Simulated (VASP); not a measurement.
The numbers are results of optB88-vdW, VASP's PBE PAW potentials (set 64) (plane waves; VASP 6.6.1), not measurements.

VASP ran on this input.

File KPOINTS:
```
Automatic mesh
0
Gamma
17 17 17
0 0 0
```

### POSCAR
```
V
1
   -1.4610058128     1.4610058128     1.4610058128
    1.4610058128    -1.4610058128     1.4610058128
    1.4610058128     1.4610058128    -1.4610058128
V
1
Direct
  0.0000000000   0.0000000000   0.0000000000
```

**INCAR**
```
LASPH=.TRUE.   ! aspherical one-centre terms
GGA=BO
ENCUT=520
ISIF=2   ! forces and stress, cell fixed
PARAM1=0.1833333333
SYSTEM=V
SIGMA=0.1
PREC=Accurate
ISMEAR=1
LREAL=.FALSE.   ! projection in real space or not
NELM=100   ! most electronic steps
EDIFF=1E-7   ! SCF stop (eV)
ALGO=Normal   ! blocked Davidson
PARAM2=0.22
LMAXMIX=4   ! l cut-off of mixed one-centre charges
LWAVE=.FALSE.
LUSE_VDW=.TRUE.
LCHARG=.FALSE.
AGGAC=0.0
```

POTCAR, in this order: V_sv (PBE.64 set). Program: vasp_std.

The run wrote:

File OUTCAR:
```
 ion  position               nearest neighbor table
   1  0.000  0.000  0.000-
  LATTYP: Found a body centered cubic cell.
 ALAT       =     2.9220116256
 Subroutine PRICEL returns:
 Original cell was already a primitive cell.
 Subroutine GETGRP returns: Found 48 space group operations
The static configuration has the point symmetry O_h .
The dynamic configuration has the point symmetry O_h .
 Subroutine INISYM returns: Found 48 space group operations
 Subroutine IBZKPT returns following result:
 Found    165 irreducible k-points:

 Following reciprocal coordinates:
            Coordinates               Weight
  0.000000  0.000000  0.000000      1.000000
  0.058824  0.000000  0.000000     12.000000
  0.117647  0.000000  0.000000     12.000000
  0.176471  0.000000  0.000000     12.000000
  0.235294  0.000000  0.000000     12.000000
  0.294118  0.000000  0.000000     12.000000
  0.352941  0.000000  0.000000     12.000000
  0.411765  0.000000  0.000000     12.000000
  0.470588  0.000000  0.000000     12.000000
  0.058824  0.058824  0.000000     24.000000
  0.117647  0.058824  0.000000     48.000000
  0.176471  0.058824  0.000000     48.000000
  0.235294  0.058824  0.000000     48.000000
  0.294118  0.058824  0.000000     48.000000
  0.352941  0.058824  0.000000     48.000000
  0.411765  0.058824  0.000000     48.000000
  0.470588  0.058824  0.000000     24.000000
  0.117647  0.117647  0.000000     24.000000
  0.176471  0.117647  0.000000     48.000000
  0.235294  0.117647  0.000000     48.000000
  0.294118  0.117647  0.000000     48.000000
  0.352941  0.117647  0.000000     48.000000
  0.411765  0.117647 -0.000000     48.000000
  0.176471  0.176471  0.000000     24.000000
  0.235294  0.176471  0.000000     48.000000
  0.294118  0.176471  0.000000     48.000000
  0.352941  0.176471  0.000000     48.000000
  0.411765  0.176471  0.000000     24.000000
  0.235294  0.235294  0.000000     24.000000
  0.294118  0.235294  0.000000     48.000000
  0.352941  0.235294  0.000000     48.000000
  0.294118  0.294118  0.000000     24.000000
  0.352941  0.294118  0.000000     24.000000
  0.058824  0.058824  0.058824      8.000000
  0.117647  0.058824  0.058824     24.000000
  0.176471  0.058824  0.058824     24.000000
  0.235294  0.058824  0.058824     24.000000
  0.294118  0.058824  0.058824     24.000000
  0.352941  0.058824  0.058824     24.000000
  0.411765  0.058824  0.058824     24.000000
   k-points           NKPTS =    165   k-points in BZ     NKDIM =    165   number of bands    NBANDS=     10
   number of dos      NEDOS =    301   number of ions     NIONS =      1
   total plane-waves  NPLWV =   8000
   dimension x,y,z NGX =    20 NGY =   20 NGZ =   20
   dimension x,y,z NGXF=    40 NGYF=   40 NGZF=   40
   ions per type =               1
   PREC   = accura    normal or accurate (medium, high low for compatibility)
   ISTART =      0    job   : 0-new  1-cont  2-samecut
   ICHARG =      2    charge: 1-file 2-atom 10-const
   ISPIN  =      1    spin polarized calculation?
   LNONCOLLINEAR =      F non collinear calculations
   LSORBIT =      F    spin-orbit coupling
   INIWAV =      1    electr: 0-lowe 1-rand  2-diag
   ENCUT  =  520.0 eV  38.22 Ry    6.18 a.u.   4.71  4.71  4.71*2*pi/ulx,y,z
   NELM   =    100;   NELMIN=  2; NELMDL= -5     # of ELM steps
   EDIFF  = 0.1E-06   stopping-criterion for ELM
   LREAL  =      F    real-space projection
   NLSPLINE    = F    spline interpolate recip. space projectors
   LMAXMIX     =    4 max onsite mixed and CHGCAR
   VOSKOWN=      0    Vosko Wilk Nusair interpolation
...
```

**OSZICAR**
```
       N       E                     dE             d eps       ncg     rms          rms(c)
DAV:   1     0.885309453216E+02    0.88531E+02   -0.73154E+03  3300   0.143E+03
DAV:   2    -0.536115677948E+01   -0.93892E+02   -0.91895E+02  3396   0.370E+02
DAV:   3    -0.679468774155E+01   -0.14335E+01   -0.14039E+01  3452   0.537E+01
DAV:   4    -0.680341458804E+01   -0.87268E-02   -0.87097E-02  3372   0.437E+00
DAV:   5    -0.680350981885E+01   -0.95231E-04   -0.95230E-04  3394   0.456E-01    0.198E+01
DAV:   6    -0.574742251636E+01    0.10561E+01   -0.40115E+00  3316   0.307E+01    0.301E+00
DAV:   7    -0.572822978271E+01    0.19193E-01   -0.25843E-02  3320   0.218E+00    0.136E+00
DAV:   8    -0.572219246589E+01    0.60373E-02   -0.71699E-03  3318   0.147E+00    0.569E-02
DAV:   9    -0.572219680288E+01   -0.43370E-05   -0.10269E-04  3354   0.176E-01    0.361E-02
DAV:  10    -0.572221687424E+01   -0.20071E-04   -0.23376E-05  3308   0.563E-02    0.350E-03
DAV:  11    -0.572221726330E+01   -0.38906E-06   -0.32868E-07  3356   0.860E-03    0.112E-03
DAV:  12    -0.572221770322E+01   -0.43993E-06   -0.51575E-08  1658   0.332E-03    0.465E-04
DAV:  13    -0.572221773195E+01   -0.28728E-07   -0.34463E-09  1652   0.924E-04
   1 F= -.57222177E+01 E0= -.57220561E+01  d E =-.484920E-03
```

File OUTCAR:
```
------------------------ aborting loop because EDIFF is reached ----------------------------------------
  FORCE on cell =-STRESS in cart. coord.  units (eV):
  Direction    XX          YY          ZZ          XY          YZ          ZX
  --------------------------------------------------------------------------------------
  Total        1.0122764      1.0122764      1.0122764     -0.0000000     -0.0000000      0.0000000
  in kB      130.0151177    130.0151177    130.0151177     -0.0000000     -0.0000000      0.0000000
  external PRESSURE =     130.0151177 kB  Pullay stress =       0.0000000 kB
  volume of cell :       12.47
      direct lattice vectors                 reciprocal lattice vectors
    -1.461005813  1.461005813  1.461005813     0.000000000  0.342229987  0.342229987
     1.461005813 -1.461005813  1.461005813     0.342229987  0.000000000  0.342229987
     1.461005813  1.461005813 -1.461005813     0.342229987  0.342229987  0.000000000
 POSITION                                       TOTAL-FORCE (eV/Angst)
 -----------------------------------------------------------------------------------
      0.00000      0.00000      0.00000         0.000000      0.000000     -0.000000
 -----------------------------------------------------------------------------------
    total drift:                                0.000000     -0.000000      0.000000
  FREE ENERGIE OF THE ION-ELECTRON SYSTEM (eV)
  ---------------------------------------------------
  free  energy   TOTEN  =        -5.7222177320 eV

  energy  without entropy=       -5.7217328117  energy(sigma->0) =       -5.72205609
```
(Selected blocks of OUTCAR.)

The compound is V in the bcc structure. This cell is one point of a volume scan, at 0.94 of the reference volume. The run is not spin-polarised, so no magnetic state was tried.
